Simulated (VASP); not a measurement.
**TlBiS2 (space group R-3m): computed properties**

Level of theory: PBEsol GGA, VASP's PBE PAW potentials (set 64) (plane waves; VASP).

| Item | Result |
|---|---|
| space group | R-3m (166) |
| cell | a = 4.0780 Å, b = 4.0780 Å, c = 21.7081 Å, α = 90.00°, β = 90.00°, γ = 120.00° |
| volume per atom | 26.05 Å³/atom |
| band gap (over mesh and band path) | 0.16 eV |
| smallest direct gap (over mesh and band path) | 0.16 eV |
| band-edge character without spin-orbit coupling | direct, Γ to Γ |
| band gap with spin-orbit coupling | 0.17 eV |
| density | 7.61 g/cm³ |

```
CELL_PARAMETERS angstrom
      2.03902     1.17723     7.23605
     -2.03902     1.17723     7.23605
      0.00000    -2.35445     7.23605
ATOMIC_POSITIONS crystal
  Tl 0.50000 0.50000 0.50000
  Bi 0.00000 0.00000 0.00000
  S  0.26101 0.26101 0.26101
  S  0.73899 0.73899 0.73899
```

Unless said otherwise, spin-orbit coupling is left out, though it shifts the bands of the heavy elements here.

The structure comes from a computed database's TlBiS2 entry (R-3m); how it stands against other phases isn't given here. It was relaxed first. Symmetry was kept, so distortions that lower it aren't found.
